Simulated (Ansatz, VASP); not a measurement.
# Two plane-wave programs on Al2SiSe

INCAR

```
SYSTEM = Al2SiSe
  ALGO = Normal
  EDIFF = 1E-6
  ENCUT = 520
  GGA = PE
  ISIF = 2
  ISMEAR = 0
  LASPH = .TRUE.
  LCHARG = .TRUE.
  LELF = .TRUE.
  LREAL = .FALSE.
  LVHAR = .TRUE.
  LWAVE = .FALSE.
  NBANDS = 26
  NELM = 100
  PREC = Accurate
  SIGMA = 0.1
```

KPOINTS

```
k-points
0
G
  6 6 2
  0 0 0
```

POSCAR

```
Al2SiSe
1.0
    4.3238886700      0.0000000000      0.0000000000
   -2.1619443300      3.7445974300      0.0000000000
    0.0000000000      0.0000000000      8.6387059900
Al Si Se
4 2 2
Direct
    0.6666666700      0.3333333300      0.0893043300
    0.3333333300      0.6666666700      0.9106956700
    0.3333333300      0.6666666700      0.5893043300
    0.6666666700      0.3333333300      0.4106956700
    0.6666666700      0.3333333300      0.7500000000
    0.3333333300      0.6666666700      0.2500000000
    0.0000000000      0.0000000000      0.5000000000
    0.0000000000      0.0000000000      0.0000000000
```

Input for Ansatz:

```yaml
crystal:
  lattice:
    - [4.32388867, 0.0, 0.0]
    - [-2.16194433, 3.74459743, 0.0]
    - [0.0, 0.0, 8.63870599]
  atoms:
    - { symbol: Al, position: [0.66666667, 0.33333333, 0.08930433] }
    - { symbol: Al, position: [0.33333333, 0.66666667, 0.91069567] }
    - { symbol: Al, position: [0.33333333, 0.66666667, 0.58930433] }
    - { symbol: Al, position: [0.66666667, 0.33333333, 0.41069567] }
    - { symbol: Si, position: [0.66666667, 0.33333333, 0.75] }
    - { symbol: Si, position: [0.33333333, 0.66666667, 0.25] }
    - { symbol: Se, position: [0.0, 0.0, 0.5] }
    - { symbol: Se, position: [0.0, 0.0, 0.0] }
basis:
  ecutwfc: 420
kpoints:
  mp_grid: { grid: [6, 6, 2] }
hamiltonian:
  xc: pbe
scf:
  occupations: { method: gaussian, width: 0.1 }
  lower_state_search: "off"
output:
  forces: true
  stress: true
  eigenvalues: true
```

Change from the starting cell: species swapped into the ErSnPt2 type (P6_3/mmc, No. 194).

Alike in both runs: task single point; functional PBE; k mesh 6 × 6 × 2; occupations gaussian, width 0.1 eV; no spin polarisation.

```csv
,VASP,Ansatz
version,VASP 6.6.1,Ansatz 0.2.0
potentials or method,"VASP PAW PBE potentials, release 64 (Al, Si, Se)","scalar-relativistic, plane waves, PAW"
plane-wave cutoff (eV),520,420
valence electrons in the cell,32,52
```

|  | VASP | Ansatz | Ansatz less VASP |
| --- | --- | --- | --- |
| gap on the k mesh at the Fermi level (eV) | none | none | - |
| pressure (GPa) | 4.4 | 4.3 | -0.03 |
| largest component of the traceless stress (GPa) | 7.26 | 7.25 | -0.014 |
| rms of the force components (eV/Å) | 0.450 | 0.449 | -0.0005 |

Atom by atom the forces differ by 0.001 eV/Å (rms over components). A gap of «none» marks a metal or a gap that the smearing closes. The two sets of potentials don't hold the same shells in valence.

Caveats: the k mesh is coarse (spacing up to 0.36 Å⁻¹), so the values aren't converged; forces of over 1 eV/Å show positions far from the minimum, so gaps and moduli don't describe the material at rest.
